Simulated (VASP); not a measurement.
VASP ran on this input.

### POSCAR
```
ZrN
1
    0.0000000000     2.4626468789     2.4626468789
    2.4626468789    -0.0000000000     2.4626468789
    2.4626468789     2.4626468789     0.0000000000
Zr N
1 1
Direct
  0.0000000000   0.0000000000   0.0000000000
  0.2500000000   0.2500000000   0.2500000000
```

INCAR:
```
LWAVE=F
EDIFF=1E-6
EDIFFG=-0.01   ! ionic stop
NSW=60   ! most ionic steps
NELM=100   ! most electronic steps
SIGMA=0.1   ! width (eV)
ISMEAR=1
IBRION=2   ! conjugate gradients
LMAXMIX=4
LASPH=T   ! aspherical one-centre terms
ISIF=3   ! ions, shape and volume
LREAL=F
PREC=Accurate
GGA=PS   ! PBEsol
LCHARG=F
ENCUT=520
ALGO=Normal   ! blocked Davidson
SYSTEM=ZrN
```

KPOINTS:
```
kpoints
0
gamma
12 12 12
0 0 0
```

POTCAR, in this order: Zr_sv N (PBE.64 set). Program: vasp_std.

Problem. Write an equivalent input for Quantum ESPRESSO's pw.x.

Solution. One equivalent input (not run):
```
&CONTROL
  calculation = 'vc-relax'
  pseudo_dir = './pseudo'
  outdir = './out'
  tprnfor = .true.
  tstress = .true.
  nstep = 60
  forc_conv_thr = 0.00039
/
&SYSTEM
  ibrav = 0
  nat = 2
  ntyp = 2
  ecutwfc = 84
  occupations = 'smearing'
  smearing = 'methfessel-paxton'
  degauss = 0.00735
  input_dft = 'pbesol'
/
&ELECTRONS
  conv_thr = 7.3e-08
  electron_maxstep = 100
/
&IONS
/
&CELL
/
ATOMIC_SPECIES
  Zr 91.224 Zr.upf
  N 14.007 N.upf
CELL_PARAMETERS angstrom
     0.0000000    2.4626469    2.4626469
     2.4626469   -0.0000000    2.4626469
     2.4626469    2.4626469    0.0000000
ATOMIC_POSITIONS crystal
  Zr   0.0000000  0.0000000  0.0000000
  N    0.2500000  0.2500000  0.2500000
K_POINTS automatic
  12 12 12 0 0 0
```
The two are equivalent in intent, not identical: the potentials are each code's own (VASP's PAW set, PseudoDojo norm-conserving files in pw.x), so ENCUT and ecutwfc are chosen apart and not converted; conv_thr bounds pw.x's estimated SCF error, while EDIFF bounds the energy change between steps; forc_conv_thr acts on force components and is met together with etot_conv_thr.

The structure was generated: ZrN was put into the zinc blende type (F-43m), which need not be its known phase. This run relaxes it. Symmetry was kept, so distortions that lower it aren't found. The start is the result of an earlier pass.
